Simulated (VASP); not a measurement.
In2Te2O:

```
CELL_PARAMETERS angstrom
4.75988 0.00000 0.00000
-2.37994 4.12218 0.00000
0.00000 0.00000 8.21900
ATOMIC_POSITIONS crystal
In 0.00000 0.00000 0.75934
In 0.00000 0.00000 0.24066
Te 0.33333 0.66667 0.35868
Te 0.66667 0.33333 0.64132
O 0.00000 0.00000 0.00000
```

The cell was built by a generator and needn't be a form met in nature.

* Program: VASP 6.6.1
* Task: relaxation of cell and atoms
* Functional: PBE
* Potentials or basis: VASP PAW PBE potentials, release 64 (In_d, Te, O)
* Cutoff: 520 eV
* k mesh: 8 × 8 × 4
* Occupations: gaussian, width 0.1 eV
* Spin: no spin polarisation

At the start: pressure 0.3 GPa; volume 32.25 Å³/atom.

**Question.** Where does the relaxation end?

**Answer.** Over 27 steps the energy falls by 92.6 meV/atom and the volume is 34.17 Å³/atom (+5.9 %); space group P-3m1 (No. 164, to 0.05 Å).

The path:
```tsv
step	energy change (eV)	largest force (eV/Å)	pressure (GPa)	volume (Å³)
1	0.0000	0.4090	0.34	161.27
2	-0.0709	0.8571	-0.45	162.81
3	-0.1038	1.2880	-1.27	164.53
4	-0.1362	1.1907	-1.17	164.20
5	-0.2180	0.8538	-0.91	163.18
6	-0.2873	0.5973	-0.29	160.91
7	-0.2875	0.5738	-0.33	161.06
8	-0.3006	0.5311	-0.10	160.37
9	-0.3292	0.3934	0.67	158.31
10	-0.3300	0.1222	2.48	154.21
11	-0.3397	0.2394	1.54	156.25
12	-0.3493	0.2132	1.42	156.63
13	-0.3714	0.2596	1.09	157.74
14	-0.3878	0.7405	0.58	159.95
15	-0.4063	0.6368	0.41	161.32
16	-0.4436	0.3164	0.03	165.46
17	-0.4458	0.3884	-0.46	173.93
18	-0.4563	0.0592	-0.23	169.85
19	-0.4563	0.0576	-0.23	169.65
20	-0.4583	0.0381	-0.17	169.75
21	-0.4617	0.0530	-0.05	170.02
22	-0.4590	0.1829	0.24	170.51
23	-0.4622	0.0853	0.03	170.16
24	-0.4627	0.0280	0.08	170.40
25	-0.4628	0.0242	0.08	170.46
26	-0.4629	0.0105	-0.06	171.02
27	-0.4629	0.0067	-0.02	170.85
```

Final structure:
```
In Te O
1.0
     4.44948    0.00000    0.00000
    -2.22474    3.85336    0.00000
     0.00000    0.00000    9.96460
In Te O
2 2 1
Cartesian
  0.0000 0.0000 7.9934
  0.0000 0.0000 1.9712
  0.0000 2.5689 3.2536
  2.2247 1.2845 6.7110
  0.0000 0.0000 0.0000
```

Caveat: this functional lacks dispersion, which binds the layers, so the pressure and a relaxed spacing across them are unreliable.
